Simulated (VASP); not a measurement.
Here is the system:

```yaml
crystal:
  lattice:
    - [0.00000, 2.82876, 2.82876]
    - [2.82876, 0.00000, 2.82876]
    - [2.82876, 2.82876, 0.00000]
  atoms:
    - { symbol: Cd, position: [0.00000, 0.00000, 0.00000] }
    - { symbol: F, position: [0.25000, 0.25000, 0.25000] }
    - { symbol: F, position: [0.75000, 0.75000, 0.75000] }
```

Computed with PBE GGA, VASP's PBE PAW potentials (set 64) (plane waves; VASP). Numerical set-up: 600 eV cut-off, 6×6×6 Γ-centred mesh, Gaussian smearing of 0.050 eV, potentials Cd F.

Give the stress tensor in GPa (positive for a compressed cell).

```
-6.96   0.00   0.00
 0.00  -6.96   0.00
 0.00   0.00  -6.96
```
The pressure is its mean diagonal, -6.96 GPa.

The compound is CdF2 in the fluorite structure. This cell was strained or had an atom moved on purpose.
